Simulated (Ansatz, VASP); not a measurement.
# In in two plane-wave programs, part 2 of 2

Wanted: the spread between two codes on one cell, functional and k mesh. The structure shown is frame 200 of Ansatz's trajectory.

VASP 6.6.1 and Ansatz 0.2.0.

So far: The starting structure; Ansatz: dynamics, PBE.

### Step 3. VASP: single point, PBE

Level of this step: PBE; plane waves and PAW (In_d) (VASP).

The same cell, functional, mesh and smearing now go to VASP, with its own data sets.

Lines of VASP's logs that name or quote its potential files are left out, and so is its time.

File INCAR:

```
SYSTEM = In
PREC = Accurate
ENCUT = 400
EDIFF = 1E-06
NELM = 120
ISMEAR = -1
SIGMA = 0.05
LREAL = Auto
ALGO = Normal
GGA = PE
NBANDS = 368
LORBIT = 11
LWAVE = .FALSE.
LCHARG = .FALSE.
ISIF = 2
LASPH = .TRUE.
GGA_COMPAT = .FALSE.
EFERMI = MIDGAP
NCORE = 2
```

File POSCAR:

```
In
1.0
   10.9398000000      0.0000000000      0.0000000000
    0.0000000000     10.9398000000      0.0000000000
    0.0000000000      0.0000000000     10.9398000000
In
48
Direct
    0.1534031701      0.1603045760      0.8934624033
    0.6176621145      0.0727344193      0.1835042688
    0.3650798004      0.9996069398      0.0049909505
    0.1751860180      0.2737801422      0.5295983473
    0.4679884459      0.5340225598      0.8577030659
    0.9100897640      0.4179418271      0.7742646118
    0.7271156694      0.3585805956      0.9748441471
    0.0373315783      0.2024351451      0.1835956782
    0.8901808077      0.8143841752      0.4859869467
    0.6410080623      0.9108301797      0.6741987971
    0.3750434194      0.0824877969      0.7488893764
    0.9997440538      0.0679262875      0.6915391506
    0.4197060275      0.7880765645      0.8111574252
    0.1384943052      0.8367063383      0.6355966288
    0.6397191905      0.8967257171      0.3952540266
    0.6197371067      0.0127333224      0.9190661621
    0.7055613448      0.6275434651      0.3387356259
    0.1233843398      0.8607195744      0.3406186585
    0.9319183166      0.1229364339      0.4244684546
    0.4301906799      0.6415930821      0.3101244995
    0.1192709190      0.6734218176      0.8783432970
    0.3778679683      0.9200625240      0.2786156968
    0.8913782702      0.0897091355      0.9650999104
    0.7153147224      0.6197096839      0.9370280992
    0.9302455255      0.7098393024      0.0641876451
    0.3394577597      0.2079288470      0.2026179638
    0.1127991371      0.9265343059      0.0477796669
    0.2038976947      0.4144865537      0.7973546134
    0.9604563155      0.5629353370      0.2735333370
    0.5880729081      0.7854713980      0.0881460356
    0.8787272162      0.4079690671      0.4974039745
    0.5378891753      0.6147278744      0.5836121318
    0.4739574764      0.3936269402      0.3773469350
    0.1208980054      0.5860161977      0.5171940986
    0.0286202673      0.4280791239      0.0293606830
    0.7199583173      0.1969962888      0.7345381086
    0.4522477559      0.2713852173      0.9524031518
    0.3782244648      0.1305142690      0.4556481837
    0.4002449771      0.8750434194      0.5434011591
    0.8051883947      0.6340426699      0.6532569151
    0.9032157809      0.8442293278      0.8090458692
    0.8716886963      0.9540576610      0.2242454158
    0.4941406607      0.4496517304      0.1309621748
    0.4580522496      0.3368617342      0.6613283607
    0.6536865391      0.1569224300      0.4536737418
    0.2933143202      0.6179637653      0.0594526408
    0.2021243533      0.4522294740      0.2988263040
    0.7682590175      0.3302345564      0.2512843014
```

File KPOINTS:

```
Automatic mesh
0
Gamma
1 1 1
0 0 0
```

Potentials, in the order of the species: In_d (PBE family, release 64).

Command:

```sh
mpirun -np 8 vasp_gam
```

Numbers of over 12 decimals in the logs are rounded to 6 here.

The log of the run:

```text
[banner, memory and clock lines left out]
running    8 mpi-ranks, on    1 nodes
[...]
LDA part: xc-table for (Slater+PW92), standard interpolation
 POSCAR, INCAR and KPOINTS ok, starting setup
[...]
entering main loop
       N       E                     dE             d eps       ncg     rms          rms(c)
DAV:   1     0.904513141513E+04    0.90451E+04   -0.25884E+05   736   0.233E+03
DAV:   2     0.176821393469E+04   -0.72769E+04   -0.71825E+04   736   0.674E+02
DAV:   3     0.989637141340E+02   -0.16693E+04   -0.15930E+04   736   0.279E+02
DAV:   4    -0.112284005572E+03   -0.21125E+03   -0.19486E+03   848   0.101E+02
[...]
DAV:  14    -0.125441359498E+03   -0.34316E-05   -0.14088E-04   808   0.120E-01    0.754E-02
DAV:  15    -0.125441359765E+03   -0.26642E-06   -0.73250E-05  1152   0.297E-02    0.614E-02
DAV:  16    -0.125441359852E+03   -0.87326E-07   -0.56479E-06   656   0.962E-03
   1 F= -.12544136E+03 E0= -.12536543E+03  d E =-.151860E+00
```

OUTCAR, selected parts (step 3):

```text
  Total       21.2133554     21.5313698     30.2812055     -2.8592692     -0.8378871     -0.5250775
  in kB       25.9592298     26.3483907     37.0557490     -3.4989479     -1.0253400     -0.6425484
  external PRESSURE =      29.7877898 kB  Pullay stress =       0.0000000 kB

 POSITION                                       TOTAL-FORCE (eV/Angst)
 -----------------------------------------------------------------------------------
      1.67820      1.75370      9.77430        -0.115396      0.314401      0.097332
      6.75710      0.79570      2.00750         0.121479      0.292567     -0.231651
      3.99390     10.93550      0.05460        -0.075352     -0.447981      0.484211
      1.91650      2.99510      5.79370        -0.707841      0.447929      0.296488
      5.11970      5.84210      9.38310        -0.097209     -0.009065     -0.381839
      9.95620      4.57220      8.47030         0.298037     -0.308351      0.229490
      7.95450      3.92280     10.66460         0.221134     -0.588430      0.223490
      0.40840      2.21460      2.00850         0.130087      0.170185     -0.026788
      9.73840      8.90920      5.31660         0.354963      0.318284     -0.175871
      7.01250      9.96430      7.37560         0.393388     -0.035782     -0.109400
      4.10290      0.90240      8.19270         0.123186     -0.012292     -0.712584
     10.93700      0.74310      7.56530        -0.033304      0.313876     -0.409184
      4.59150      8.62140      8.87390        -0.279113      0.195805      0.120451
      1.51510      9.15340      6.95330         0.276070     -0.192856      0.199758
[...]
-----------------------------------------------------------------------------------
    total drift:                               -0.006055     -0.003661      0.008405

  FREE ENERGIE OF THE ION-ELECTRON SYSTEM (eV)
  ---------------------------------------------------
  free  energy   TOTEN  =      -125.4413598520 eV

  energy  without entropy=     -125.2895003265  energy(sigma->0) =     -125.36543009

[... 3 further parts left out ...]
[key lines of the parts left out:]
E-fermi :   6.5187
```

The run ends at a pressure of 2.98 GPa, with forces up to 1.8 eV/Å.

### Step 4. Side by side

Known differences besides the potentials themselves: the cutoff is 420 eV in Ansatz and 400 eV in VASP (PREC = Accurate, projectors in real space). Total energies have different zeros and are not compared.

Forces on 8 of the 48 atoms, those with the largest forces and the largest differences (eV/Å; atoms numbered as in POSCAR):

```csv
atom,"Ansatz x, y, z","VASP x, y, z"
In4,"-0.706, 0.448, 0.296","-0.708, 0.448, 0.296"
In11,"0.123, -0.011, -0.709","0.123, -0.012, -0.713"
In20,"-0.453, 1.116, 0.397","-0.454, 1.120, 0.400"
In21,"-0.124, 0.250, -0.855","-0.126, 0.251, -0.856"
In22,"-0.023, -0.050, -0.785","-0.022, -0.048, -0.788"
In33,"0.567, -0.863, 1.478","0.568, -0.862, 1.483"
In37,"-0.167, -0.761, -0.756","-0.166, -0.762, -0.757"
In43,"0.784, 0.385, -0.405","0.785, 0.387, -0.405"
```

The forces differ by 1.6 meV/Å r.m.s., which is 0.4 % of the r.m.s. force of 0.361 eV/Å (both taken over all components).

### Step 5. What came out

```
r.m.s. force difference (single point, PBE) : 0.43 % of the r.m.s. force
```

In words: The r.m.s. force difference is 0.43 % of the r.m.s. force (single point, PBE), within the 3 % picked in this series as the mark of a large difference. 2 further runs of this series are not shown here. How closely two codes agree says nothing of how well the functional describes the real material.

[Lines on the potential files, build, host, timing and source positions are cut from VASP's logs without a mark.]

[Logs are printed without paths, hosts, clocks, repeated set-up lines and the standing remarks that a program may print on its own settings, such as how far it seeks lower states.]

[Hosts, paths, dates, database ids (printed as entryN), source tags and the programs' standing remarks are cut or masked in the printed files.]
